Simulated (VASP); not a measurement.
```
CELL_PARAMETERS angstrom
      1.40760    -2.43804     0.00000
      1.40760     2.43804     0.00000
      0.00000     0.00000     4.54920
ATOMIC_POSITIONS crystal
  Re 0.33333 0.66667 0.25000
  Re 0.66667 0.33333 0.75000
```

The base run (VASP): PBE GGA, plane waves, VASP's PBE PAW potentials (set 64). Run with 400 eV cut-off, 13×13×7 Γ-centred mesh, first-order Methfessel-Paxton smearing of 0.10 eV, potentials Re.

One setting is varied; ΔE counts from the most expensive setting. The base run took about 30 core-seconds. The timings are rough (shared machines, no repeats); factors under 2 mean little.

Pressures at a finite cut-off, here 400 eV, hold a Pulay part, which wasn't tested here.

```json
[
 {"setting": "KPOINTS 2×2×1 Γ-centred mesh", "cost over the base run": "about 1/4", "electronic steps": "12", "ΔE (meV/atom)": "-97.3", "pressure (GPa)": "-19.43"},
 {"setting": "KPOINTS 1×1×1 Γ-centred mesh", "cost over the base run": "about 1/4", "electronic steps": "18", "ΔE (meV/atom)": "1476.2", "pressure (GPa)": "28.10"},
 {"setting": "KPOINTS 4×4×2 Γ-centred mesh", "cost over the base run": "about 1/3", "electronic steps": "12", "ΔE (meV/atom)": "83.7", "pressure (GPa)": "-14.77"},
 {"setting": "KPOINTS 6×6×3 Γ-centred mesh", "cost over the base run": "about 1/3", "electronic steps": "11", "ΔE (meV/atom)": "-11.0", "pressure (GPa)": "-15.05"},
 {"setting": "KPOINTS 11×11×6 Γ-centred mesh", "cost over the base run": "within a factor of 2", "electronic steps": "11", "ΔE (meV/atom)": "2.3", "pressure (GPa)": "-15.07"},
 {"setting": "base run", "cost over the base run": "reference", "electronic steps": "11", "ΔE (meV/atom)": "0.5", "pressure (GPa)": "-15.14"},
 {"setting": "KPOINTS 19×19×10 Γ-centred mesh", "cost over the base run": "about 3 times", "electronic steps": "16", "ΔE (meV/atom)": "0.0", "pressure (GPa)": "-15.07"}
]
```

Left out are runs that failed, have no time on record or changed the cell.

The compound is Re in the hcp structure. The cell was not relaxed at this level.
